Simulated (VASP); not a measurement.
Output of a VASP run:

OUTCAR:
```
 ion  position               nearest neighbor table
   1  0.000  0.000  0.000-   3 1.75   4 1.75   3 1.75   4 1.75   4 1.75   3 1.75   2 2.00   2 2.00
  LATTYP: Found a hexagonal cell.
 ALAT       =     2.4835977239
 C/A-ratio  =     1.6125226982
 Subroutine PRICEL returns:
 Original cell was already a primitive cell.
 Subroutine GETGRP returns: Found 24 space group operations
The static configuration has the point symmetry D_3d.
 The point group associated with its full space group is D_6h.
The dynamic configuration has the point symmetry D_3d.
 Subroutine INISYM returns: Found 24 space group operations
 Subroutine IBZKPT returns following result:
 Found     56 irreducible k-points:

 Following reciprocal coordinates:
            Coordinates               Weight
  0.000000  0.000000  0.000000      1.000000
  0.100000 -0.000000  0.000000      6.000000
  0.200000 -0.000000  0.000000      6.000000
  0.300000  0.000000  0.000000      6.000000
  0.400000 -0.000000  0.000000      6.000000
  0.500000  0.000000  0.000000      3.000000
  0.100000  0.100000  0.000000      6.000000
  0.200000  0.100000  0.000000     12.000000
  0.300000  0.100000  0.000000     12.000000
  0.400000  0.100000  0.000000     12.000000
  0.200000  0.200000  0.000000      6.000000
  0.300000  0.200000  0.000000     12.000000
  0.400000  0.200000  0.000000      6.000000
  0.300000  0.300000  0.000000      6.000000
  0.000000  0.000000  0.166667      2.000000
  0.100000 -0.000000  0.166667     12.000000
  0.200000 -0.000000  0.166667     12.000000
  0.300000  0.000000  0.166667     12.000000
  0.400000 -0.000000  0.166667     12.000000
  0.500000  0.000000  0.166667      6.000000
  0.100000  0.100000  0.166667     12.000000
  0.200000  0.100000  0.166667     24.000000
  0.300000  0.100000  0.166667     24.000000
  0.400000  0.100000  0.166667     24.000000
  0.200000  0.200000  0.166667     12.000000
  0.300000  0.200000  0.166667     24.000000
  0.400000  0.200000  0.166667     12.000000
  0.300000  0.300000  0.166667     12.000000
  0.000000  0.000000  0.333333      2.000000
  0.100000 -0.000000  0.333333     12.000000
  0.200000 -0.000000  0.333333     12.000000
  0.300000  0.000000  0.333333     12.000000
  0.400000 -0.000000  0.333333     12.000000
  0.500000  0.000000  0.333333      6.000000
  0.100000  0.100000  0.333333     12.000000
  0.200000  0.100000  0.333333     24.000000
  0.300000  0.100000  0.333333     24.000000
  0.400000  0.100000  0.333333     24.000000
  0.200000  0.200000  0.333333     12.000000
  0.300000  0.200000  0.333333     24.000000
   k-points           NKPTS =     56   k-points in BZ     NKDIM =     56   number of bands    NBANDS=     12
   number of dos      NEDOS =    301   number of ions     NIONS =      4
   total plane-waves  NPLWV =  14400
   dimension x,y,z NGX =    20 NGY =   20 NGZ =   36
   dimension x,y,z NGXF=    40 NGYF=   40 NGZF=   72
   ions per type =               2   2
   PREC   = accura    normal or accurate (medium, high low for compatibility)
   ISTART =      0    job   : 0-new  1-cont  2-samecut
   ICHARG =      2    charge: 1-file 2-atom 10-const
   ISPIN  =      1    spin polarized calculation?
   LNONCOLLINEAR =      F non collinear calculations
   LSORBIT =      F    spin-orbit coupling
   INIWAV =      1    electr: 0-lowe 1-rand  2-diag
   ENCUT  =  620.0 eV  45.57 Ry    6.75 a.u.   5.04  5.04  8.13*2*pi/ulx,y,z
   NELM   =    100;   NELMIN=  2; NELMDL= -5     # of ELM steps
   EDIFF  = 0.1E-05   stopping-criterion for ELM
   LREAL  =      F    real-space projection
   NLSPLINE    = F    spline interpolate recip. space projectors
   LMAXMIX     =    2 max onsite mixed and CHGCAR
   VOSKOWN=      0    Vosko Wilk Nusair interpolation
   EDIFFG = -.2E-01   stopping-criterion for IOM
   NSW    =     40    number of steps for IOM
   NBLOCK =      1;   KBLOCK =     40    inner block; outer block
...
```

OSZICAR:
```
       N       E                     dE             d eps       ncg     rms          rms(c)
DAV:   1     0.619822525177E+02    0.61982E+02   -0.10011E+04  1344   0.154E+03
DAV:   2    -0.280860553208E+02   -0.90068E+02   -0.81453E+02  1876   0.313E+02
DAV:   3    -0.313334346420E+02   -0.32474E+01   -0.31506E+01  1800   0.572E+01
DAV:   4    -0.313672189367E+02   -0.33784E-01   -0.33719E-01  1680   0.546E+00
DAV:   5    -0.313677512845E+02   -0.53235E-03   -0.53213E-03  1748   0.627E-01    0.845E+00
DAV:   6    -0.299219203252E+02    0.14458E+01   -0.46744E+00  1740   0.186E+01    0.338E+00
DAV:   7    -0.299056085362E+02    0.16312E-01   -0.18843E-01  1656   0.458E+00    0.223E+00
DAV:   8    -0.298972632767E+02    0.83453E-02   -0.13546E-02  1656   0.118E+00    0.286E-01
DAV:   9    -0.298966012798E+02    0.66200E-03   -0.17067E-03  1808   0.459E-01    0.697E-02
DAV:  10    -0.298966169348E+02   -0.15655E-04   -0.13451E-04  1672   0.111E-01    0.154E-02
DAV:  11    -0.298966164887E+02    0.44608E-06   -0.12183E-05  1720   0.312E-02    0.293E-03
DAV:  12    -0.298966164789E+02    0.97609E-08   -0.54572E-07  1008   0.779E-03
   1 F= -.29896616E+02 E0= -.29896616E+02  d E =-.298966E+02
```

### OUTCAR
```
------------------------ aborting loop because EDIFF is reached ----------------------------------------
  FORCE on cell =-STRESS in cart. coord.  units (eV):
  Direction    XX          YY          ZZ          XY          YZ          ZX
  --------------------------------------------------------------------------------------
  Total       -0.0313180     -0.0313180     -0.0625279     -0.0000000      0.0000000      0.0000000
  in kB       -2.3454379     -2.3454377     -4.6827876     -0.0000000      0.0000000      0.0000000
  external PRESSURE =      -3.1245544 kB  Pullay stress =       0.0000000 kB
  volume of cell :       21.39
      direct lattice vectors                 reciprocal lattice vectors
     2.483597724  0.000000000  0.000000000     0.402641696  0.232465300  0.000000000
    -1.241798862  2.150858645  0.000000000     0.000000000  0.464930600  0.000000000
     0.000000000  0.000000000  4.004857703     0.000000000  0.000000000  0.249696762
  FREE ENERGIE OF THE ION-ELECTRON SYSTEM (eV)
  ---------------------------------------------------
  free  energy   TOTEN  =       -29.8966164789 eV

  energy  without entropy=      -29.8966164789  energy(sigma->0) =      -29.89661648

 reached required accuracy - stopping structural energy minimisation
```
(Selected blocks of OUTCAR.)

**POSCAR**
```
BN
1
    2.4835977239     0.0000000000     0.0000000000
   -1.2417988619     2.1508586448     0.0000000000
   -0.0000000000     0.0000000000     4.0048577031
B N
2 2
Direct
  0.0000000000   0.0000000000   0.0000000000
  0.0000000000   0.0000000000   0.5000000000
  0.3333330000   0.6666670000   0.2500000000
  0.6666670000   0.3333330000   0.7500000000
```

**Question.** Reconstruct the remaining input files.

**Answer.** Several could match; the one computed here: the input of the run itself, PBEsol GGA, plane waves, VASP's PBE PAW potentials (set 64).

KPOINTS:
```
Automatic
0
Gamma
10 10 6
0 0 0
```

INCAR:
```
SIGMA  =  0.05   # width (eV)
LASPH  =  .TRUE.   # aspherical one-centre terms
ALGO  =  Normal
ISMEAR  =  0
NELM  =  100   # most electronic steps
ENCUT  =  620   # plane-wave cut-off (eV)
EDIFFG  =  -0.02   # ionic stop
LREAL  =  .FALSE.   # projection in real space or not
SYSTEM  =  BN
ISIF  =  3
IBRION  =  2
GGA  =  PS   # PBEsol
LWAVE  =  .FALSE.
LCHARG  =  .FALSE.
EDIFF  =  1E-6
NSW  =  40   # most ionic steps
PREC  =  Accurate
```

POTCAR, in this order: B N (PBE.64 set). Program: vasp_std.

The structure was generated: BN was put into the NiAs type type (P6_3/mmc), which need not be its known phase. It was relaxed first, which changed the volume by +18 %.
